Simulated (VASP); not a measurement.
Input:

```xyz
5
Lattice="4.1861 0.0000 0.0000 -2.0931 3.6253 0.0000 0.0000 0.0000 7.1797" Properties=species:S:1:pos:R:3 pbc="T T T"
Sr     0.0000     0.0000     0.0000
Zn     2.0931     1.2084     2.6623
Zn     0.0000     2.4169     4.5173
As     2.0931     1.2084     5.2424
As     0.0000     2.4169     1.9373
```

All values below come from PBEsol GGA, VASP's PBE PAW potentials (set 64) (plane waves; VASP). Settings: 400 eV cut-off, 7×7×4 Γ-centred mesh, tetrahedra with Blöchl corrections, potentials Sr_sv Zn As.

Question: What does the run give for the energy per atom (σ→0)?

Answer: 
```json
{
 "energy per atom (σ→0)": "-3.698 eV/atom"
}
```

Total energies compare only between runs with the same potentials, cut-off and functional.

The structure comes from a computed database's SrZn2As2 entry (P-3m1); how it stands against other phases isn't given here. It was relaxed first.
